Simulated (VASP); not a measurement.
Input for VASP

**INCAR**
```
SYSTEM  =  NiN
PREC  =  Accurate; ENCUT  =  520; LREAL  =  F
LASPH  =  T
EDIFF  =  1E-7; NELM  =  100; ALGO  =  Normal
LMAXMIX  =  4
ISMEAR  =  -5
GGA  =  PE
ISIF  =  2
LWAVE  =  F; LCHARG  =  T; LORBIT  =  11
NEDOS  =  601
LEFG  =  T
```

KPOINTS:
```
Automatic mesh
0
G
 13 13 7
```

**POSCAR**
```
NiN
5.0640380
  0.6005392661   0.0000000000   0.0000000000
 -0.3002696330   0.5200822613   0.0000000000
  0.0000000000   0.0000000000   0.9999999456
Ni N
2 2
Cart
 -0.0000003003   0.3467216809   0.0017597480
  0.3002699333   0.1733605804   0.5017597208
 -0.0000003003   0.3467216809   0.3732402316
  0.3002699333   0.1733605804   0.8732402044
```

POTCAR, in this order: Ni N (PBE.64 set). Program: vasp_std.

**Question.** Write an equivalent input for Quantum ESPRESSO's pw.x.

**Answer.** One equivalent input (not run):
```
&CONTROL
  calculation = 'scf'
  pseudo_dir = './pseudo'
  outdir = './out'
  tprnfor = .true.
  tstress = .true.
/
&SYSTEM
  ibrav = 0
  nat = 4
  ntyp = 2
  ecutwfc = 98
  occupations = 'tetrahedra'
  input_dft = 'pbe'
/
&ELECTRONS
  conv_thr = 7.3e-09
  electron_maxstep = 100
/
ATOMIC_SPECIES
  Ni 58.693 Ni.upf
  N 14.007 N.upf
CELL_PARAMETERS angstrom
     3.0411537   -0.0000000   -0.0000000
    -1.5205768    2.6337163   -0.0000000
    -0.0000000   -0.0000000    5.0640377
ATOMIC_POSITIONS crystal
  Ni   0.3333330  0.6666670  0.0017597
  Ni   0.6666670  0.3333330  0.5017597
  N    0.3333330  0.6666670  0.3732403
  N    0.6666670  0.3333330  0.8732403
K_POINTS automatic
  13 13 7 0 0 0
```
The two are equivalent in intent, not identical: the potentials are each code's own (VASP's PAW set, PseudoDojo norm-conserving files in pw.x), so ENCUT and ecutwfc are chosen apart and not converted; conv_thr bounds pw.x's estimated SCF error, while EDIFF bounds the energy change between steps; the field gradients of LEFG aren't asked of the other code.

The structure was generated: NiN was put into the wurtzite type (P6_3mc), which need not be its known phase. It was relaxed first, which changed the volume by -11 %.
